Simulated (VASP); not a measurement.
Set up this calculation in VASP 6.6.1, as the native input.

```yaml
Task: atomic charges
Functional: PBE
Potentials_or_basis: VASP PAW PBE potentials, release 64 (Cs_sv, Li_sv, Cr_pv, Te, S)
Cutoff: 520 eV
k_mesh: 5 × 5 × 5
Occupations: fermi-dirac, width 0.05 eV
Spin: collinear spin, ferromagnetic start
Starting_moments: "[0.0, 0.0, 3.0, 3.0, 0.0, 0.0, 0.0, 0.0, 0.0] μB"
Further_INCAR_settings: ALGO = Normal; EDIFF = 1e-06
```

The structure of CsLiCr2Te2S3 lies in POSCAR:

```
CsLiCr2Te2S3
1.0
    3.3192900000      1.9163900000      6.8798200000
   -3.3192900000      1.9163900000      6.8798200000
    0.0000000000     -3.8327900000      6.8798200000
Cs Li Cr Te S
1 1 2 2 3
Direct
    0.0000000000      0.0000000000      0.0000000000
    0.5000000000      0.5000000000      0.5000000000
    0.7984800000      0.7984800000      0.7984800000
    0.2015200000      0.2015200000      0.2015200000
    0.6799000000      0.6799000000      0.6799000000
    0.3201000000      0.3201000000      0.3201000000
    0.1362600000      0.8637400000      0.5000000000
    0.5000000000      0.1362600000      0.8637400000
    0.8637400000      0.5000000000      0.1362600000
```

The cell was built by a generator and needn't be a form met in nature.

The input as run:

INCAR

```
SYSTEM = CsLiCr2Te2S3
PREC = Accurate ; ENCUT = 520
EDIFF = 1E-6 ; ISMEAR = -1
SIGMA = 0.05 ; LREAL = .FALSE.
LASPH = .TRUE. ; NELM = 100
ALGO = Normal ; ISIF = 2
LWAVE = .FALSE. ; LCHARG = .FALSE.
ISPIN = 2 ; MAGMOM = 0 0 3 3 0 0 0 0 0
LORBIT = 11 ; LMAXMIX = 4
GGA = PE ; KPAR = 4
```

KPOINTS

```
Automatic mesh
0
G
  5 5 5
  0 0 0
```

Potentials or basis: VASP PAW PBE potentials, release 64 (Cs_sv, Li_sv, Cr_pv, Te, S).

Run with:

```console
$ cat potpaw_PBE.64/Cs_sv/POTCAR potpaw_PBE.64/Li_sv/POTCAR potpaw_PBE.64/Cr_pv/POTCAR potpaw_PBE.64/Te/POTCAR potpaw_PBE.64/S/POTCAR > POTCAR
$ mpirun -np 4 vasp_std > vasp.out
```

Results of the run:

The largest force is 0.014 eV/Å, the band gap on the k mesh is none (metal or under the smearing width) and the net moment is 4.00 μB per cell. The site moments are Cs -0.01; Li +0.00; Cr +2.32; Te -0.23; S -0.08 μB and the valence electrons inside the program's atomic spheres are Cs 6.57; Li 2.06; Cr 10.79; Te 3.39; S 3.75.

Caveat: only a ferromagnetic start was run, and an antiferromagnetic order may lie lower in energy.

Wall time 4.6 min on 4 MPI ranks on Intel(R) Xeon(R) 6975P-C (Granite Rapids), with other jobs on the host, peak memory 0.93 GiB a rank.
